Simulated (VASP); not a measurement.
All values below come from PBE GGA, VASP's PBE PAW potentials (set 64) (plane waves; VASP).

Input for VASP

**KPOINTS**
```
Automatic mesh
0
Gamma
4 4 4
0 0 0
```

**INCAR**
```
! general
SYSTEM =Ga3As4B
PREC   =Accurate
ENCUT  =500
LREAL  =.FALSE.
LASPH  =.TRUE.   ! aspherical one-centre terms

! electronic loop
EDIFF  =1E-6   ! SCF stop (eV)
NELM   =100   ! most electronic steps
ALGO   =Normal
LMAXMIX=4   ! l cut-off of mixed one-centre charges

! smearing
ISMEAR =0   ! Gaussian
SIGMA  =0.05

! functional
GGA    =PE

! output
LWAVE  =.TRUE.
LCHARG =.FALSE.
```

POSCAR:
```
Ga3As4B
1
    5.5165876020     0.0000000000     0.0000000000
    0.0000000000     5.5165876020     0.0000000000
    0.0000000000     0.0000000000     5.5165876020
Ga As B
3 4 1
Direct
  0.0000000000   0.0000000000   0.0000000000
  0.5000000000   0.5000000000   0.0000000000
  0.5000000000   0.0000000000   0.5000000000
  0.2276866845   0.2723133155   0.2723133155
  0.7723133155   0.7276866845   0.2723133155
  0.7723133155   0.2723133155   0.7276866845
  0.2276866845   0.7276866845   0.7276866845
  0.0000000000   0.5000000000   0.5000000000
```

POTCAR, in this order: Ga_d As B (PBE.64 set). Program: vasp_std.

Problem. What will the output report for the number of irreducible k-points (NKPTS), largest plane-wave count, number of space-group operations, FFT grid (NGX, NGY, NGZ)?

Solution. 
```json
{
  "number of irreducible k-points (NKPTS)": "10",
  "largest_plane_wave_count": "4337",
  "number_of_space_group_operations": "24",
  "FFT grid (NGX, NGY, NGZ)": "40 × 40 × 40"
}
```

The structure was generated: Ga3As4B was put into an ordered model structure (P-43m), which need not be its known phase. It was relaxed first.
